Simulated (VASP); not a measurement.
Sn2Ge3:

```xyz
5
Lattice="4.6562 0.0000 0.0000 -2.3281 4.0324 0.0000 0.0000 0.0000 5.7176" Properties=species:S:1:pos:R:3 pbc="T T T"
Sn    2.3281    1.3441    2.8588
Sn    0.0000    2.6883    0.0000
Ge    0.0000    0.0000    4.2619
Ge    0.0000    0.0000    1.4557
Ge    2.3281    1.3441    0.0000
```

The cell was built by a generator and needn't be a form met in nature.

* Program: VASP 6.6.1
* Task: relaxation of cell and atoms
* Functional: PBE
* Potentials or basis: VASP PAW PBE potentials, release 64 (Sn_d, Ge_d)
* Cutoff: 520 eV
* k mesh: 4 × 4 × 3
* Occupations: gaussian, width 0.15 eV
* Spin: no spin polarisation

At the start: pressure 11.0 GPa; volume 21.47 Å³/atom.

Where does the relaxation end?

Over 8 steps the energy falls by 122.7 meV/atom and the volume is 24.73 Å³/atom (+15.2 %); space group P-6m2 (No. 187, to 0.05 Å).

The path:
| step | energy change (eV) | largest force (eV/Å) | pressure (GPa) | volume (Å³) |
| --- | --- | --- | --- | --- |
| 1 | 0.0000 | 0.2912 | 11.03 | 107.35 |
| 2 | -0.5427 | 0.1485 | -2.55 | 131.88 |
| 3 | -0.6074 | 0.0928 | -0.03 | 124.95 |
| 4 | -0.6071 | 0.1135 | -0.52 | 125.40 |
| 5 | -0.6126 | 0.1003 | -0.36 | 124.94 |
| 6 | -0.6127 | 0.1023 | -0.22 | 124.82 |
| 7 | -0.6127 | 0.1253 | -0.40 | 124.85 |
| 8 | -0.6137 | 0.0782 | 0.36 | 123.67 |

Final structure:
```yaml
crystal:
  lattice:
    - [4.96464, 0.00000, 0.00000]
    - [-2.48232, 4.29950, 0.00000]
    - [0.00000, 0.00000, 5.79352]
  atoms:
    - { symbol: Sn, position: [0.66667, 0.33333, 0.50000] }
    - { symbol: Sn, position: [0.33333, 0.66667, 0.00000] }
    - { symbol: Ge, position: [0.00000, 0.00000, 0.74565] }
    - { symbol: Ge, position: [0.00000, 0.00000, 0.25435] }
    - { symbol: Ge, position: [0.66667, 0.33333, 0.00000] }
```

Caveat: the k mesh is coarse (spacing up to 0.39 Å⁻¹), so the values aren't converged; the volume moved by over 15 % at a fixed basis, so the end points are rough.
